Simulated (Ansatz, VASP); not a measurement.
## Cross-check of GePt between VASP and Ansatz

One calculation is typed for both programs; each brings its own data sets. How far apart do they land? The cell is generated by rule, not measured, and may not be a known phase. The cell is taken from a series of runs on this material, whose earlier steps may have relaxed, scaled, displaced or heated it; both programs get it as it stands.

Program: Ansatz 0.2.0. Level of theory: plane waves, with VASP 6.6.1 beside it; single point at r2SCAN. Results are calculated unless marked as measured.

The structure was built from a prototype and need not be the compound's stable phase.

### Step 1. Set-up

Symmetry: Pmma, No. 51, orthorhombic system. The conventional cell has a = 4.465 Å, b = 3.157 Å, c = 4.465 Å, α = 90.00°, β = 90.00°, γ = 90.00°. Nearest to Pt lie 8 Ge at 2.62 to 2.85 Å and 2 Pt at 2.74 Å. Nearest to Ge lie 8 Pt at 2.62 to 2.85 Å and 2 Ge at 2.91 Å. Farther neighbours are not listed.

Coordinates:

```cif
data_structure
_symmetry_space_group_name_H-M 'P 1'
_symmetry_Int_Tables_number 1
_cell_length_a 3.1569
_cell_length_b 4.4646
_cell_length_c 4.4646
_cell_angle_alpha 90.000
_cell_angle_beta 90.000
_cell_angle_gamma 90.000
_cell_volume 62.93
loop_
_atom_site_label
_atom_site_type_symbol
_atom_site_fract_x
_atom_site_fract_y
_atom_site_fract_z
_atom_site_occupancy
Pt1 Pt 0.00000 0.42832 0.50000 1
Pt2 Pt 0.00000 0.07168 0.00000 1
Ge3 Ge 0.50000 0.95886 0.50000 1
Ge4 Ge 0.50000 0.54114 0.00000 1
```

### Step 2. Ansatz: single point, r2SCAN, pair 1

Ansatz runs on its default PAW (the set named soft_2) files.

With cell and atoms fixed, the geometry can't cause a difference; cores, projectors, grids and the points listed under the comparison can.

File input.yaml:

```yaml
crystal:
  lattice:
    - [-3.1569466852, 0.0, 0.0]
    - [0.0, -3.1569466852, -3.1569466852]
    - [0.0, -3.1569466852, 3.1569466852]
  atoms:
    - { symbol: Pt, position: [0.0, 0.4283249948, 0.5] }
    - { symbol: Pt, position: [0.0, 0.0716750052, 0.0] }
    - { symbol: Ge, position: [0.5, -0.0411449933, 0.5] }
    - { symbol: Ge, position: [0.5, 0.5411449933, 0.0] }
kpoints:
  mp_grid: { grid: [14, 10, 10] }
hamiltonian:
  xc: r2scan
scf:
  occupations: { method: methfessel_paxton, width: 0.2 }
output:
  forces: true
  stress: true
  eigenvalues: true
  write_density: true
  write_potential: true
  elf: true
  volumetric_format: npy
```

The run is started by

```console
$ ansatz run input.yaml --threads 4 --pin off --max-ram 7168MiB --backend cpu --events-out ev --progress --plain --runs-dir out
```

Numbers of over 12 decimals in the logs are rounded to 6 here.

What it wrote:

```text
Engine: ansatz 0.2.0, aarch64-unknown-linux-gnu
Pseudopotentials: kind: paw
Pseudopotential: Pt, paw, valence charge 18, recommended cutoff 500 eV (meta_gga), Pt.paw.azcp
Pseudopotential: Ge, paw, valence charge 14, recommended cutoff 500 eV (meta_gga), Ge.paw.azcp
Functional definition: r2SCAN
  parameter k0 = 0.174
  parameter k1 = 0.065
  parameter a1 = 4.9479
  exchange = r2scan_x(k0 = k0, k1 = k1, a1 = a1)
  correlation = r2scan_c
Crystal: 4 atoms, lattice volume = 62.926 Å³
Basis set: ecut = 500 eV, 1583 PW (Γ), exchange–correlation on 96×144×144 points (64 copies of the dense FFT grid, shifted against one another)
Bands: 39, of which v1, the nominal top of the filled ones, is band 32 counted from 1 (31 counted from 0)
Symmetry: 8 space group operations
Space group: Pmma (ITA 51), of the structure as read, at distance tolerance 4.0e-5 Å
k-points: 288 of 1400
Non-local potential: Pt, projectors of the file, l = 0: 3, l = 1: 2, l = 2: 2, l = 3: 1
Non-local potential: Ge, projectors of the file, l = 0: 2, l = 1: 2, l = 2: 3, l = 3: 1
PAW form: soft (Blöchl's): semilocal exchange-correlation on the pseudo side does not see the compensation charge
PAW frozen core: Pt, regenerated for the run's functional (the file was generated under x = pbe(κ = 0.804, μ = 0.219515), c = pbe(β = 0.066725))
PAW frozen core: Ge, regenerated for the run's functional (the file was generated under x = pbe(κ = 0.804, μ = 0.219515), c = pbe(β = 0.066725))
PAW one-centre angular grid: Pt, 590 points (default); XC on 160 Gauss nodes
PAW one-centre angular grid: Ge, 590 points (default); XC on 160 Gauss nodes
Initial density: superposition of atomic densities (neutral atoms: chi_scale 0, normalization atom), corrected by the library's trained network
Initial wavefunctions: pseudopotential atomic-orbital guess
Functional: x = r2scan, c = r2scan; τ floored in thin density (d = 2e-4 eV/Å³)
SCF iter   1: F=—  HF=-33679.340255 eV  |F-HF|=—  |Δ(HF+E_count)|=         —  Δρ=1.20e-2  dr2=9.12e-2  dr2_τ=2.52e-2  ethr=1.77e-3  ⟨swp⟩=5.2  Hψ=38937  notcnv=0
preconditioner: auto → Kerker (q_TF=auto, 2.736 Å⁻¹)  [metal: Δε(μ)=0.014 eV  Ē_g=18.129 eV  σ=0.200 eV  W_gap=0.06  n_scr=18 (ndim 8)  ℏωp=32.4 eV  f_vac=0.000  D(μ)=1.24/eV (n_scr^D=4)]
SCF iter   2: F=—  HF=-33679.362169 eV  |F-HF|=—  |Δ(HF+E_count)|=   2.19e-2  S|Δr|=    0.00e0  Δρ=4.96e-3  dr2=1.28e-2  dr2_τ=2.19e-3  ethr=1.42e-4  ⟨swp⟩=2.1  Hψ=18945  notcnv=0
SCF iter   3: F=—  HF=-33679.364628 eV  |F-HF|=—  |Δ(HF+E_count)|=   2.46e-3  S|Δr|=    0.00e0  Δρ=2.11e-3  dr2=2.00e-3  dr2_τ=9.57e-5  ethr=2.00e-5  ⟨swp⟩=2.0  Hψ=13726  notcnv=0
SCF iter   4: F=—  HF=-33679.365782 eV  |F-HF|=—  |Δ(HF+E_count)|=   1.15e-3  S|Δr|=    0.00e0  Δρ=7.11e-4  dr2=3.35e-4  dr2_τ=3.27e-5  ethr=3.13e-6  ⟨swp⟩=2.0  Hψ=17579  notcnv=0
SCF iter   5: F=—  HF=-33679.365896 eV  |F-HF|=—  |Δ(HF+E_count)|=   1.14e-4  S|Δr|=    0.00e0  Δρ=3.14e-4  dr2=6.46e-5  dr2_τ=1.70e-6  ethr=5.23e-7  ⟨swp⟩=2.0  Hψ=17669  notcnv=0
SCF iter   6: F=—  HF=-33679.365962 eV  |F-HF|=—  |Δ(HF+E_count)|=   6.59e-5  S|Δr|=    0.00e0  Δρ=6.25e-5  dr2=1.54e-6  dr2_τ=2.14e-7  ethr=1.01e-7  ⟨swp⟩=2.0  Hψ=17702  notcnv=0
SCF iter   7: F=—  HF=-33679.365964 eV  |F-HF|=—  |Δ(HF+E_count)|=   1.62e-6  S|Δr|=    0.00e0  Δρ=2.21e-5  dr2=3.48e-7  dr2_τ=1.33e-8  ethr=2.40e-9  ⟨swp⟩=2.0  Hψ=17680  notcnv=0
SCF iter   8: F=-33679.365964 eV  HF=-33679.365964 eV  |F-HF|=1.46e-8  |Δ(HF+E_count)|=   1.98e-7  S|Δr|=    0.00e0  Δρ=6.56e-6  dr2=4.39e-8  dr2_τ=2.63e-9  ethr=1.56e-10  ⟨swp⟩=12.2  Hψ=74664  notcnv=0
SCF 1 converged in 8 iterations: F = -33679.365964 eV  dr2 = 4.39e-8
  greatest PAW one-centre occupation: 1.000 electrons in one spin orbital (limit 2), on the Pt atom at site 1 (counted from 0), in its partial waves of l = 0
SCF converged after 8 iterations
Stability not checked: this state was not tested for a lower state beside it, because cold or Methfessel-Paxton smearing, or corrected tetrahedra, fill the levels in a way that the test cannot read (fill_not_monotonic; see scf.lower_state_search)
Free energy (F): -33679.365964 eV
Harris-Foulkes:  -33679.365964 eV  (|F-HF|=1.46e-8)
Internal energy: -33679.368645 eV  (E = F + TS)
E sigma→0 (E₀):  -33679.366634 eV
Entropy (-TS):   0.002681 eV (0.670 meV/atom)
Fermi energy:    18.102638 eV
--- Per-component energies (eV) ---
  E_band       = -533.390607
  E_kinetic    = 1504.214225
  E_local      = -7184.777710  (includes V_loc(G=0)·N_el)
  E_nonlocal   = 1242.544490
  E_hartree    = 2955.138655
  E_xc         = -640.677860
  E_vxc        = -815.501240  (∫ρ·V_xc dr)
  E_paw        = -23025.984266  (= ΣΔE_a)
  E_vpaw       = -1241.935864  (= ΣTr[D̂ρ^β])
  E_aug_tail   = 0.000339  (compensation charges beyond the density's cutoff)
  E_vtau       = 51.793254  (kinetic-family band-sum trace: ∫τ·v_τ [+ j·A + Jᵃ·Aᵃ] dr)
  E_ewald      = -8527.191998
  E_core_change = -2.634520  (= ΣΔE_core)
  E_smearing   = 0.002681  (= −TS)
  E_closure    = 0.000000  (closes the sum)
  Σ components = -33679.365964   (vs F -33679.365964, Δ=0.00e0)
--- Forces (eV/Å), atoms counted from 1 ---
  atom   1  Pt     0.00000000    -0.55158777    -0.55158777
  atom   2  Pt     0.00000000     0.55158777     0.55158777
  atom   3  Ge     0.00000000    -0.10145535    -0.10145535
  atom   4  Ge     0.00000000     0.10145535     0.10145535
  max |Σ_I F_I| component: 1.11e-16 eV/Å
--- Stress (GPa, compression-positive) ---
        0.366901       0.000000       0.000000
        0.000000       6.930585      -2.193692
       -0.000000      -2.193692       6.930585
  P = ⅓ Tr σ = 4.7427 GPa (47.427 kbar)
--- Band table (eV; the first three rows and the last of 288) ---
  k-point 0: bands = [... 28 lower, 15.7955, 16.1044, 16.5070, 17.7571, 18.3356, 20.0570, 21.6170, 21.8675, ... 3 higher]
  k-point 1: bands = [... 28 lower, 15.7304, 16.0218, 16.4769, 17.7883, 18.6175, 20.2691, 21.2705, 21.5756, ... 3 higher]
  k-point 2: bands = [... 28 lower, 15.5974, 15.8517, 16.4515, 17.7323, 19.2499, 20.5497, 20.8272, 21.7208, ... 3 higher]
  k-point 287: bands = [... 28 lower, 15.5348, 15.5348, 17.0206, 17.0206, 17.9541, 17.9541, 19.3089, 19.3089, ... 3 higher]
```

The run ends at a pressure of 4.74 GPa, with forces up to 0.78 eV/Å.

### Step 3. VASP: single point, r2SCAN, pair 1

The same cell, functional, mesh and smearing now go to VASP, with its own data sets.

Lines of VASP's logs that name or quote its potential files are left out, and so is its time.

File INCAR:

```
SYSTEM = GePt
PREC = Accurate
ENCUT = 550
EDIFF = 1E-06
NELM = 120
ISMEAR = 1
SIGMA = 0.2
LREAL = .FALSE.
ALGO = Normal
METAGGA = R2SCAN
LASPH = .TRUE.
NBANDS = 30
LORBIT = 11
LWAVE = .FALSE.
LCHARG = .FALSE.
ISIF = 2
GGA_COMPAT = .FALSE.
LMIXTAU = .TRUE.
KPAR = 2
```

File POSCAR:

```
GePt
1.0
   -3.1569466852      0.0000000000      0.0000000000
    0.0000000000     -3.1569466852     -3.1569466852
    0.0000000000     -3.1569466852      3.1569466852
Pt Ge
2 2
Direct
    0.0000000000      0.4283249948      0.5000000000
    0.0000000000      0.0716750052      0.0000000000
    0.5000000000      0.9588550067      0.5000000000
    0.5000000000      0.5411449933      0.0000000000
```

File KPOINTS:

```
Automatic mesh
0
Gamma
14 10 10
0 0 0
```

The projector-augmented-wave data sets are Pt and Ge_d (PBE family, release 64).

The run is started by

```console
$ mpirun -np 2 vasp_std
```

What it wrote:

```text
[banner, memory and clock lines left out]
running    2 mpi-ranks, on    1 nodes
 distrk:  each k-point on    1 cores,    2 groups
 distr:  one band on    1 cores,    1 groups

 POSCAR found type information on POSCAR PtGe
 POSCAR found :  2 types and       4 ions
|                                                                             |
|               ----> ADVICE to this user running VASP <----                  |
|                                                                             |
|     You enforced a specific xc type in the INCAR file but a different       |
|     [... a line on the potential file left out ...]
|     I HOPE YOU KNOW WHAT YOU ARE DOING!                                     |
|                                                                             |

 LDA part: xc-table for (None), standard interpolation
 POSCAR, INCAR and KPOINTS ok, starting setup
 FFT: planning ... GRIDC
 FFT: planning ... GRID_SOFT
 FFT: planning ... GRID
 WAVECAR not read
 entering main loop
       N       E                     dE             d eps       ncg     rms          rms(c)
DAV:   1     0.356545715230E+03    0.35655E+03   -0.24144E+04 22018   0.434E+03
DAV:   2    -0.695259543120E+02   -0.42607E+03   -0.40595E+03 17348   0.934E+02
DAV:   3    -0.137034188273E+03   -0.67508E+02   -0.64576E+02 19324   0.192E+02
DAV:   4    -0.140051765022E+03   -0.30176E+01   -0.29830E+01 20070   0.456E+01
DAV:   5    -0.140131120989E+03   -0.79356E-01   -0.79331E-01 19652   0.776E+00    0.155E+01
DAV:   6    -0.131127623903E+03    0.90035E+01   -0.59060E+00 17940   0.195E+01    0.971E+00
DAV:   7    -0.130607269281E+03    0.52035E+00   -0.74430E-01 19022   0.650E+00    0.459E+00
DAV:   8    -0.130742213588E+03   -0.13494E+00   -0.25248E-01 17904   0.310E+00    0.167E+00
DAV:   9    -0.130661378370E+03    0.80835E-01   -0.16921E-01 18402   0.293E+00    0.303E-01
DAV:  10    -0.130752903927E+03   -0.91526E-01   -0.53878E-02 17886   0.151E+00    0.128E-01
DAV:  11    -0.130751227152E+03    0.16768E-02   -0.32989E-03 20164   0.416E-01    0.137E-01
DAV:  12    -0.130752577142E+03   -0.13500E-02   -0.71088E-04 18140   0.176E-01    0.529E-02
DAV:  13    -0.130753458267E+03   -0.88112E-03   -0.45764E-04 18680   0.129E-01    0.109E-02
DAV:  14    -0.130753506830E+03   -0.48564E-04   -0.77051E-05 18516   0.684E-02    0.108E-02
DAV:  15    -0.130753507642E+03   -0.81151E-06   -0.14245E-05 16128   0.231E-02    0.274E-03
DAV:  16    -0.130753510182E+03   -0.25403E-05   -0.47765E-06 15924   0.140E-02    0.171E-03
DAV:  17    -0.130753510543E+03   -0.36112E-06   -0.18116E-07  9036   0.310E-03
   1 F= -.13075351E+03 E0= -.13075442E+03  d E =0.271777E-02
```

Parts of OUTCAR (step 3):

```text
ion  position               nearest neighbor table
   1  0.000  0.428  0.500-   3 2.62   3 2.62   2 2.74   2 2.74   4 2.78   4 2.78   4 2.78   4 2.78
                             3 2.85   3 2.85
   2  0.000  0.072  0.000-   4 2.62   4 2.62   1 2.74   1 2.74   3 2.78   3 2.78   3 2.78   3 2.78
                             4 2.85   4 2.85
   3  0.500  0.959  0.500-   1 2.62   1 2.62   2 2.78   2 2.78   2 2.78   2 2.78   1 2.85   1 2.85
                             4 2.91   4 2.91
   4  0.500  0.541  0.000-   2 2.62   2 2.62   1 2.78   1 2.78   1 2.78   1 2.78   2 2.85   2 2.85
                             3 2.91   3 2.91

  LATTYP: Found a simple tetragonal cell.
 ALAT       =     4.4645968179
 C/A-ratio  =     0.7071067812

 Subroutine GETGRP returns: Found  8 space group operations
 (whereof  4 operations were pure point group operations)

The static configuration has the point symmetry C_2v.
 The point group associated with its full space group is D_2h.

 Found    288 irreducible k-points:

   k-points           NKPTS =    288   k-points in BZ     NKDIM =    288   number of bands    NBANDS=     30

   dimension x,y,z NGX =    24 NGY =   36 NGZ =   36
   dimension x,y,z NGXF=    48 NGYF=   72 NGZF=   72

   ENCUT  =  550.0 eV  40.42 Ry    6.36 a.u.   6.04  8.54  8.54*2*pi/ulx,y,z

   NELECT =      48.0000    total number of electrons

 k-points in reciprocal lattice and weights: Automatic mesh
   0.00000000  0.00000000  0.00000000       0.001
   0.07142857  0.00000000  0.00000000       0.001
   0.14285714  0.00000000  0.00000000       0.001
   0.21428571  0.00000000  0.00000000       0.001
   0.28571429  0.00000000  0.00000000       0.001
   0.35714286  0.00000000  0.00000000       0.001
   0.42857143  0.00000000  0.00000000       0.001
   0.50000000  0.00000000  0.00000000       0.001
   0.00000000  0.10000000  0.00000000       0.001
[...]
0.42857143  0.50000000  0.50000000       0.001
   0.50000000  0.50000000  0.50000000       0.001

 average (electrostatic) potential at core
       1 -69.6979       2 -69.6979       3 -74.8567       4 -74.8567

 E-fermi :   9.7022

 k-point     1 :       0.0000    0.0000    0.0000
  band No.  band energies     occupation
    ...
     20       7.0944      2.00000
     21       7.4019      2.00000
     22       7.7183      2.00000
     23       8.1165      2.00000
     24       9.3583      2.03541
     25       9.9308     -0.06863
     26      11.6529     -0.00000
     27      13.2122     -0.00000
     28      13.4718     -0.00000
     29      14.6842      0.00000
    ...

 k-point     2 :       0.0714    0.0000    0.0000
  band No.  band energies     occupation
    ...
     20       6.9174      2.00000
     21       7.3052      2.00000
     22       7.7590      2.00000
     23       8.2174      2.00000
     24       9.2830      2.01159
     25      10.0427     -0.03687
     26      11.0471     -0.00000
     27      13.3111     -0.00000
     28      13.5941     -0.00000
     29      15.1603      0.00000
    ...

 k-point     3 :       0.1429    0.0000    0.0000
  band No.  band energies     occupation
    ...
     20       7.0882      2.00000
     21       7.4636      2.00000
     22       7.8287      2.00000
     23       8.4370      2.00000
     24       8.9536      2.00000
     25      10.0596     -0.02987
     26      10.3660     -0.00003
     27      13.6126     -0.00000
     28      13.9391      0.00000
     29      14.8392      0.00000
    ...

  Total        0.1814567      2.8016778      2.8016778      0.0000000     -0.8685733      0.0000000
  in kB        4.6201045     71.3340757     71.3340757      0.0000000    -22.1149173      0.0000000
  external PRESSURE =      49.0960853 kB  Pullay stress =       0.0000000 kB

  energy-cutoff  :      550.00
  volume of cell :       62.93
      direct lattice vectors                 reciprocal lattice vectors
    -3.156946685  0.000000000  0.000000000    -0.316761764  0.000000000  0.000000000
     0.000000000 -3.156946685 -3.156946685     0.000000000 -0.158380882 -0.158380882
     0.000000000 -3.156946685  3.156946685     0.000000000 -0.158380882  0.158380882

 POSITION                                       TOTAL-FORCE (eV/Angst)
 -----------------------------------------------------------------------------------
      0.00000     -2.93067      0.22627         0.000000     -0.572183     -0.572183
      0.00000     -0.22627     -0.22627         0.000000      0.572183      0.572183
     -1.57847     -4.60553     -1.44858         0.000000     -0.089712     -0.089712
     -1.57847     -1.70837     -1.70837         0.000000      0.089712      0.089712
 -----------------------------------------------------------------------------------
    total drift:                               -0.000000     -0.000000     -0.000000

  FREE ENERGIE OF THE ION-ELECTRON SYSTEM (eV)
  ---------------------------------------------------
  free  energy   TOTEN  =      -130.7535105432 eV

  energy  without entropy=     -130.7562283172  energy(sigma->0) =     -130.75441647

 total charge
# of ion       s       p       d       tot
------------------------------------------
    1        0.644   0.499   8.226   9.369
    2        0.644   0.499   8.226   9.369
    3        1.179   1.004  10.083  12.266
    4        1.179   1.004  10.083  12.266
--------------------------------------------------
tot          3.646   3.005  36.618  43.270

[... 3 further parts left out ...]
```

The run ends at a pressure of 4.91 GPa, with forces up to 0.81 eV/Å.

### Step 4. Comparison

Known differences besides the potentials themselves: VASP keeps PBE cores, Ansatz makes them for the functional; the data sets hold 64 valence electrons in Ansatz (on its default PAW (the set named soft_2) files) and 48 in VASP; the cutoff is 500 eV in Ansatz and 550 eV in VASP. Total energies have different zeros and are not compared.

The two programs side by side:

| quantity | Ansatz | VASP | difference |
| --- | --- | --- | --- |
| pressure (GPa) | 4.74 | 4.91 | -0.17 |

Forces (eV/Å; atoms numbered as in POSCAR):

| atom | Ansatz x, y, z | VASP x, y, z |
| --- | --- | --- |
| Pt1 | 0.000, -0.552, -0.552 | 0.000, -0.572, -0.572 |
| Pt2 | 0.000, 0.552, 0.552 | 0.000, 0.572, 0.572 |
| Ge3 | 0.000, -0.101, -0.101 | 0.000, -0.090, -0.090 |
| Ge4 | 0.000, 0.101, 0.101 | 0.000, 0.090, 0.090 |

The forces differ by 14 meV/Å r.m.s., which is 4.1 % of the r.m.s. force of 0.334 eV/Å (both taken over all components).

### Step 5. Other set-ups

Further runs change the set-up of one program: Ansatz's method, potentials or start, or VASP's data sets, cutoff or form of LDA. The table gives Ansatz less VASP for each quantity, since a change that brings one quantity closer may part another.

| run | r.m.s. force difference (meV/Å) | pressure (GPa) |
| --- | --- | --- |
| as above | 14 | -0.17 |
| VASP with the data sets Pt and Ge_sv_GW and a cutoff of 660 eV | 13 | 0.50 |

[end of part 1 of 2]

[Lines on the potential files, build, host, timing and source positions are cut from VASP's logs without a mark.]

[Logs are printed without paths, hosts, clocks, repeated set-up lines and the standing remarks that a program may print on its own settings, such as how far it seeks lower states.]

[Hosts, paths, dates, database ids (printed as entryN), source tags and the programs' standing remarks are cut or masked in the printed files.]
